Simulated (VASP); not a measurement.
# Co: surface energy and work function by face, part 4 of 5

Aim: compare the low-index faces of Co at one level of theory.

VASP 6.6.1; PBEsol, spin-polarised from a ferromagnetic start; plane waves and PAW (Co).

Still holding for the runs below: The magnetic state follows from one typed start and may not be the lowest.

So far. Step 4 (Surface relaxation, 8 atoms, face Co(0001)): The run ended after 5 ionic steps, 0.025 eV below its first step, once the forces on the free atoms met EDIFFG = -0.03. Step 5 (Vacuum level and density of states, 8 atoms, face …): The vacuum level lies 5.10 eV above the Fermi level at the upper face; both faces agree, as the slab has next to no dipole.

### 6. Relaxing the slab, 12 atoms, face Co(10-10)

System of this step: Co(10-10). The cell holds 12 atoms: 12 Co. Cell: a = 2.453 Å, b = 3.961 Å, c = 26.331 Å, α = 90.0°, β = 90.0°, γ = 90.0°. It derives from Co. 12 layers of hcp Co, cut at this functional's lattice. Vacuum lies along c.

File INCAR:

```
SYSTEM = Co
PREC = Normal
ENCUT = 320
EDIFF = 1E-05
NELM = 120
ISMEAR = 1
SIGMA = 0.15
LREAL = .FALSE.
ALGO = Fast
GGA = PS
NBANDS = 86
ISPIN = 2
MAGMOM = 2 2 2 2 2 2 2 2 2 2 2 2
LASPH = .TRUE.
LMAXMIX = 4
LORBIT = 11
LWAVE = .FALSE.
LCHARG = .FALSE.
KPAR = 4
IBRION = 2
NSW = 40
ISIF = 2
EDIFFG = -0.03
POTIM = 0.4
MAXMIX = 40
```

File POSCAR:

```
Co
1.0
    2.4531912211      0.0000000000      0.0000000000
    0.0000000000      3.9611132850      0.0000000000
    0.0000000000      0.0000000000     26.3308048950
Co
12
Direct
    0.0000000000      0.0000000000      0.2848374800
    0.5000000000      0.0000000000      0.3655234200
    0.5000000000      0.5000000000      0.3117327900
    0.0000000000      0.0000000000      0.4462093700
    0.0000000000      0.5000000000      0.3924187400
    0.5000000000      0.0000000000      0.5268953200
    0.5000000000      0.5000000000      0.4731046800
    0.0000000000      0.0000000000      0.6075812600
    0.0000000000      0.5000000000      0.5537906300
    0.5000000000      0.0000000000      0.6882672100
    0.5000000000      0.5000000000      0.6344765800
    0.0000000000      0.5000000000      0.7151625200
```

File KPOINTS:

```
Automatic mesh
0
Gamma
12 8 1
0 0 0
```

PAW data sets: Co (PBE family, release 64).

On the command line:

```
mpirun -np 4 vasp_std
```

What it wrote:

```text
[banner, memory and clock lines left out]
running    4 mpi-ranks, on    1 nodes
 distrk:  each k-point on    1 cores,    4 groups
 distr:  one band on    1 cores,    1 groups

 POSCAR found type information on POSCAR Co
 POSCAR found :  1 types and      12 ions
 [... a notice as in an earlier step ...]

 LDA part: xc-table for (Slater+PW92), standard interpolation
 POSCAR, INCAR and KPOINTS ok, starting setup
 FFT: planning ... GRIDC
 FFT: planning ... GRID_SOFT
 FFT: planning ... GRID
 WAVECAR not read
 entering main loop
       N       E                     dE             d eps       ncg     rms          rms(c)
DAV:   1     0.724540982930E+03    0.72454E+03   -0.35473E+04 12120   0.103E+03
DAV:   2    -0.347843076481E+02   -0.75933E+03   -0.69965E+03 12052   0.275E+02
DAV:   3    -0.102589542338E+03   -0.67805E+02   -0.60622E+02 12744   0.112E+02
DAV:   4    -0.104161777566E+03   -0.15722E+01   -0.15652E+01 13176   0.201E+01
DAV:   5    -0.104206821324E+03   -0.45044E-01   -0.45042E-01 18188   0.219E+00    0.399E+01
RMM:   6    -0.151728946291E+03   -0.47522E+02   -0.13385E+02 12044   0.640E+01    0.767E+01
RMM:   7    -0.130989662899E+03    0.20739E+02   -0.31538E+01 12080   0.292E+01    0.732E+01
RMM:   8    -0.108993371835E+03    0.21996E+02   -0.26540E+01 12132   0.284E+01    0.679E+01
RMM:   9    -0.940315561296E+02    0.14962E+02   -0.23970E+01 12098   0.275E+01    0.380E+01
RMM:  10    -0.995438493154E+02   -0.55123E+01   -0.15243E+01 12129   0.207E+01    0.576E+01
RMM:  11    -0.807013865643E+02    0.18842E+02   -0.65338E+00 12112   0.151E+01    0.202E+01
RMM:  12    -0.836092005119E+02   -0.29078E+01   -0.29266E+00 12141   0.867E+00    0.262E+01
RMM:  13    -0.837678436465E+02   -0.15864E+00   -0.18593E+00 12140   0.760E+00    0.124E+01
RMM:  14    -0.870854827370E+02   -0.33176E+01   -0.21068E+00 12167   0.647E+00    0.178E+01
RMM:  15    -0.869383567223E+02    0.14713E+00   -0.14710E+00 12155   0.584E+00    0.762E+00
RMM:  16    -0.881526314457E+02   -0.12143E+01   -0.72716E-01 12250   0.258E+00    0.813E+00
RMM:  17    -0.889901617289E+02   -0.83753E+00   -0.93866E-01 12497   0.230E+00    0.524E+00
RMM:  18    -0.893953559720E+02   -0.40519E+00   -0.56766E-01 12338   0.240E+00    0.213E+00
RMM:  19    -0.894514618040E+02   -0.56106E-01   -0.65592E-02 12179   0.935E-01    0.206E+00
RMM:  20    -0.894614484652E+02   -0.99867E-02   -0.98803E-03 12366   0.430E-01    0.169E+00
RMM:  21    -0.894963862483E+02   -0.34938E-01   -0.15235E-02 12127   0.519E-01    0.155E+00
RMM:  22    -0.895173421865E+02   -0.20956E-01   -0.38026E-03 12272   0.211E-01    0.146E+00
RMM:  23    -0.895501275845E+02   -0.32785E-01   -0.57968E-03 12376   0.201E-01    0.129E+00
RMM:  24    -0.895712455436E+02   -0.21118E-01   -0.65520E-03 12466   0.213E-01    0.108E+00
RMM:  25    -0.895715188576E+02   -0.27331E-03   -0.19707E-03 12144   0.178E-01    0.833E-01
RMM:  26    -0.895728262999E+02   -0.13074E-02   -0.18304E-03 12196   0.133E-01    0.773E-01
RMM:  27    -0.895816657046E+02   -0.88394E-02   -0.12506E-03 12254   0.109E-01    0.553E-01
RMM:  28    -0.895944357200E+02   -0.12770E-01   -0.16585E-03 12475   0.126E-01    0.282E-01
RMM:  29    -0.896037833403E+02   -0.93476E-02   -0.44889E-04 12079   0.983E-02    0.143E-01
RMM:  30    -0.896078251052E+02   -0.40418E-02   -0.89546E-05 11185   0.347E-02    0.112E-01
RMM:  31    -0.896151380555E+02   -0.73130E-02   -0.15433E-04 10877   0.349E-02    0.860E-02
RMM:  32    -0.896267394301E+02   -0.11601E-01   -0.25970E-04 11138   0.352E-02    0.803E-02
RMM:  33    -0.896406951757E+02   -0.13956E-01   -0.62388E-04 11820   0.500E-02    0.695E-02
RMM:  34    -0.896443707376E+02   -0.36756E-02   -0.77798E-05  9585   0.227E-02    0.502E-02
RMM:  35    -0.896491394743E+02   -0.47687E-02   -0.11049E-04  9355   0.218E-02    0.277E-02
RMM:  36    -0.896517168648E+02   -0.25774E-02   -0.30450E-05  8378   0.132E-02    0.183E-02
RMM:  37    -0.896530524122E+02   -0.13355E-02   -0.94041E-06  7805   0.963E-03    0.135E-02
RMM:  38    -0.896537634132E+02   -0.71100E-03   -0.46263E-06  7532   0.771E-03    0.762E-03
RMM:  39    -0.896539285135E+02   -0.16510E-03   -0.95885E-07  6879   0.399E-03    0.544E-03
RMM:  40    -0.896539685436E+02   -0.40030E-04   -0.35666E-07  5701   0.276E-03    0.329E-03
RMM:  41    -0.896539757491E+02   -0.72055E-05   -0.26264E-07  5844   0.264E-03
   1 F= -.89653976E+02 E0= -.89655326E+02  d E =-.896540E+02  mag=    19.4905
 curvature:   0.00 expect dE= 0.000E+00 dE for cont linesearch  0.000E+00
 trial: gam= 0.00000 g(F)=  0.319E-01 g(S)=  0.000E+00 ort = 0.000E+00 (trialstep = 0.100E+01)
 search vector abs. value=  0.319E-01
 bond charge predicted
       N       E                     dE             d eps       ncg     rms          rms(c)
DAV:   1    -0.896634215151E+02   -0.94530E-02   -0.47741E+00 12870   0.620E+00    0.110E+00
RMM:   2    -0.896746463432E+02   -0.11225E-01   -0.63138E-02 12053   0.141E+00    0.567E-01
RMM:   3    -0.896793594196E+02   -0.47131E-02   -0.13133E-02 12248   0.470E-01    0.248E-01
RMM:   4    -0.896794104913E+02   -0.51072E-04   -0.34429E-03 14132   0.237E-01    0.188E-01
RMM:   5    -0.896794600740E+02   -0.49583E-04   -0.52729E-04 12071   0.105E-01    0.113E-01
RMM:   6    -0.896794784806E+02   -0.18407E-04   -0.19480E-04 12027   0.660E-02    0.264E-02
RMM:   7    -0.896795363245E+02   -0.57844E-04   -0.56789E-05 10350   0.283E-02    0.127E-02
RMM:   8    -0.896795431455E+02   -0.68210E-05   -0.13960E-05  7998   0.150E-02
   2 F= -.89679543E+02 E0= -.89680837E+02  d E =-.255674E-01  mag=    19.4636
[... from here on, the cycles between the ionic steps are left out ...]
   3 F= -.89692806E+02 E0= -.89693829E+02  d E =-.388301E-01  mag=    19.4287
   4 F= -.89692888E+02 E0= -.89693879E+02  d E =-.389125E-01  mag=    19.4256
   5 F= -.89696776E+02 E0= -.89697824E+02  d E =-.388821E-02  mag=    19.4146
   6 F= -.89698364E+02 E0= -.89699466E+02  d E =-.547548E-02  mag=    19.4008
   7 F= -.89698378E+02 E0= -.89699478E+02  d E =-.549023E-02  mag=    19.4009
   8 F= -.89698973E+02 E0= -.89700105E+02  d E =-.594483E-03  mag=    19.3971
   9 F= -.89699391E+02 E0= -.89700557E+02  d E =-.101298E-02  mag=    19.3907
 curvature:  -2.33 expect dE=-0.580E-03 dE for cont linesearch -0.144E-05
 trial: gam= 0.51380 g(F)=  0.249E-03 g(S)=  0.000E+00 ort = 0.178E-04 (trialstep = 0.210E+01)
 search vector abs. value=  0.402E-03
 bond charge predicted
       N       E                     dE             d eps       ncg     rms          rms(c)
DAV:   1    -0.896990140971E+02    0.38267E-03   -0.26035E-01 12268   0.150E+00    0.249E-01
RMM:   2    -0.896982082455E+02    0.80585E-03   -0.30651E-03 12066   0.331E-01    0.128E-01
RMM:   3    -0.896995563544E+02   -0.13481E-02   -0.69933E-04 12667   0.114E-01    0.580E-02
RMM:   4    -0.896996694082E+02   -0.11305E-03   -0.17352E-04 12783   0.589E-02    0.345E-02
RMM:   5    -0.896997821574E+02   -0.11275E-03   -0.38868E-05  9807   0.258E-02    0.210E-02
RMM:   6    -0.896997644008E+02    0.17757E-04   -0.82155E-06  7319   0.129E-02    0.168E-02
RMM:   7    -0.896998175300E+02   -0.53129E-04   -0.26382E-06  7187   0.774E-03    0.110E-02
RMM:   8    -0.896998144835E+02    0.30465E-05   -0.81489E-07  6990   0.422E-03
  10 F= -.89699814E+02 E0= -.89700967E+02  d E =-.423018E-03  mag=    19.3866
 trial-energy change:   -0.000423  1 .order   -0.000400   -0.000541   -0.000260
 step:   4.0360(harm=  4.0360)  dis= 0.00583  next Energy=   -89.699911 (dE=-0.520E-03)
 reached required accuracy - stopping structural energy minimisation
```

Run time: 8.3 min. Hardware: 4 MPI ranks of Intel Xeon 6975P-C (Granite Rapids), shared host; peak memory 2.1 GiB.

Parts of OUTCAR (step 6):

```text
   k-points           NKPTS =     35   k-points in BZ     NKDIM =     35   number of bands    NBANDS=     86

   ENCUT  =  320.0 eV  23.52 Ry    4.85 a.u.   3.58  5.78 38.41*2*pi/ulx,y,z

   NELECT =     108.0000    total number of electrons

 E-fermi :   2.8056

 spin component 1
 k-point     1 :       0.0000    0.0000    0.0000
  band No.  band energies     occupation
    ...
     62       2.2521      1.00000
     63       2.3217      1.00002
     64       2.3813      1.00024
     65       2.3813      1.00024
     66       2.6716      1.01020
     67       3.2477     -0.00013
     68       3.7266     -0.00000
     69       4.5931     -0.00000
     70       6.1963      0.00000
     71       6.7931      0.00000
    ...

 k-point     2 :       0.0833    0.0000    0.0000
  band No.  band energies     occupation
    ...
     61       2.1794      1.00000
     62       2.2246      1.00000
     63       2.2845      1.00001
     64       2.3026      1.00001
     65       2.3145      1.00002
     66       3.0404     -0.02468
     67       4.0199     -0.00000
     68       4.0374     -0.00000
     69       5.0591     -0.00000
     70       6.5287      0.00000
    ...

  Total       -2.7472537     -2.6964562     -0.5978471      0.0000000      0.0000000      0.0000000
  in kB      -17.2026972    -16.8846145     -3.7435867      0.0000000      0.0000000      0.0000000
  external PRESSURE =     -12.6102995 kB  Pullay stress =       0.0000000 kB

 POSITION                                       TOTAL-FORCE (eV/Angst)
 -----------------------------------------------------------------------------------
      0.00000      0.00000      7.57318         0.000000      0.000000      0.013632
      1.22660      0.00000      9.62167         0.000000      0.000000      0.009889
      1.22660      1.98056      8.18766         0.000000      0.000000      0.020551
      0.00000      0.00000     11.75315         0.000000      0.000000     -0.006560
      0.00000      1.98056     10.31708         0.000000      0.000000      0.018348
      1.22660      0.00000     13.87867         0.000000      0.000000     -0.013543
      1.22660      1.98056     12.45213         0.000000      0.000000      0.013543
      0.00000      0.00000     16.01372         0.000000      0.000000     -0.018348
      0.00000      1.98056     14.57766         0.000000      0.000000      0.006560
      1.22660      0.00000     18.14315         0.000000      0.000000     -0.020551
      1.22660      1.98056     16.70913         0.000000      0.000000     -0.009889
      0.00000      1.98056     18.75762         0.000000      0.000000     -0.013632
 -----------------------------------------------------------------------------------
    total drift:                                0.000000      0.000000      0.000000

  FREE ENERGIE OF THE ION-ELECTRON SYSTEM (eV)
  ---------------------------------------------------
  free  energy   TOTEN  =       -89.6998144835 eV

  energy  without entropy=      -89.7032714288  energy(sigma->0) =      -89.70096680

 magnetization (x)
# of ion       s       p       d       tot
------------------------------------------
    1       -0.006  -0.033   1.792   1.753
    2       -0.016  -0.051   1.671   1.604
    3       -0.016  -0.046   1.688   1.626
    4       -0.015  -0.052   1.628   1.562
    5       -0.013  -0.053   1.663   1.597
    6       -0.015  -0.052   1.636   1.568
    7       -0.015  -0.052   1.636   1.568
    8       -0.013  -0.053   1.663   1.597
    9       -0.015  -0.052   1.628   1.562
   10       -0.016  -0.046   1.688   1.626
   11       -0.016  -0.051   1.671   1.604
   12       -0.006  -0.033   1.792   1.753
--------------------------------------------------
tot         -0.162  -0.573  20.156  19.421

[... 1 part as in an earlier step ...]

[... 20 further parts left out ...]
```

CONTCAR:

```
Co
   1.00000000000000
     2.4531912211000000    0.0000000000000000    0.0000000000000000
     0.0000000000000000    3.9611132850000002    0.0000000000000000
     0.0000000000000000    0.0000000000000000   26.3308048950000000
  Co
    12
Direct
     0.0000000000000000    0.0000000000000000    0.2876167738543257
     0.5000000000000000    0.0000000000000000    0.3654150150149023
     0.5000000000000000    0.5000000000000000    0.3109534665561433
     0.0000000000000000    0.0000000000000000    0.4463649470495945
     0.0000000000000000    0.5000000000000000    0.3918255862064639
     0.5000000000000000    0.0000000000000000    0.5270888644348658
     0.5000000000000000    0.5000000000000000    0.4729111355651341
     0.0000000000000000    0.0000000000000000    0.6081744137935360
     0.0000000000000000    0.5000000000000000    0.5536350529504055
     0.5000000000000000    0.0000000000000000    0.6890465334438566
     0.5000000000000000    0.5000000000000000    0.6345849849850979
     0.0000000000000000    0.5000000000000000    0.7123832261456745
```

The run keeps the 8 symmetry operations of its start, so it cannot find a distortion of lower symmetry.

The steps of the relaxation:

```
step  energy less that of the first step (eV)  largest force (eV/Å)
   1                                   0.0000                0.5352
   2                                  -0.0256                0.3474
   3                                  -0.0388                0.1569
   4                                  -0.0389                0.1844
   5                                  -0.0428                0.1078
   6                                  -0.0444                0.0686
   7                                  -0.0444                0.0623
   8                                  -0.0450                0.0363
   9                                  -0.0454                0.0452
  10                                  -0.0458                0.0206
```

The atoms that moved most (Å):

```
atom     dx     dy      dz  length
 Co1  0.000  0.000   0.073   0.073
Co12  0.000  0.000  -0.073   0.073
Co10  0.000  0.000   0.021   0.021
 Co3  0.000  0.000  -0.021   0.021
 Co8  0.000  0.000   0.016   0.016
 Co5  0.000  0.000  -0.016   0.016
 Co6  0.000  0.000   0.005   0.005
 Co7  0.000  0.000  -0.005   0.005
```

The relaxed structure:

```cif
data_structure
_symmetry_space_group_name_H-M 'P 1'
_symmetry_Int_Tables_number 1
_cell_length_a 2.4532
_cell_length_b 3.9611
_cell_length_c 26.3308
_cell_angle_alpha 90.000
_cell_angle_beta 90.000
_cell_angle_gamma 90.000
_cell_volume 255.87
loop_
_atom_site_label
_atom_site_type_symbol
_atom_site_fract_x
_atom_site_fract_y
_atom_site_fract_z
_atom_site_occupancy
Co1 Co 0.00000 0.00000 0.28762 1
Co2 Co 0.50000 0.00000 0.36542 1
Co3 Co 0.50000 0.50000 0.31095 1
Co4 Co 0.00000 0.00000 0.44636 1
Co5 Co 0.00000 0.50000 0.39183 1
Co6 Co 0.50000 0.00000 0.52709 1
Co7 Co 0.50000 0.50000 0.47291 1
Co8 Co 0.00000 0.00000 0.60817 1
Co9 Co 0.00000 0.50000 0.55364 1
Co10 Co 0.50000 0.00000 0.68905 1
Co11 Co 0.50000 0.50000 0.63458 1
Co12 Co 0.00000 0.50000 0.71238 1
```

Numbers from this step:

```yaml
electronic_cycles: 104
electrons: 108
free_energy_toten: -89.6998 eV
energy_at_zero_smearing: -89.7010 eV
fermi_energy: 2.806 eV
moment_of_the_cell_from_the_last_line_of_the_log: 19.39 μB
```

Spin moment in the PAW sphere by atom:

```
atom  spin moment in the PAW sphere (μB)
 Co1                                1.75
 Co2                                1.60
 Co3                                1.63
 Co4                                1.56
 Co5                                1.60
 Co6                                1.57
 Co7                                1.57
 Co8                                1.60
 Co9                                1.56
Co10                                1.63
Co11                                1.60
Co12                                1.75
```

The run ended after 10 ionic steps, 0.046 eV below its first step, once the forces on the free atoms met EDIFFG = -0.03.

(Part 4 of 5 ends here.)

[Lines on the potential files, build, host, timing and source positions are cut from VASP's logs without a mark.]

[Logs are printed without paths, hosts, clocks, repeated set-up lines and the standing remarks that a program may print on its own settings, such as how far it seeks lower states.]

[Hosts, paths, dates, database ids (printed as entryN), source tags and the programs' standing remarks are cut or masked in the printed files.]

[Runs that stopped without an error message from VASP are left out.]
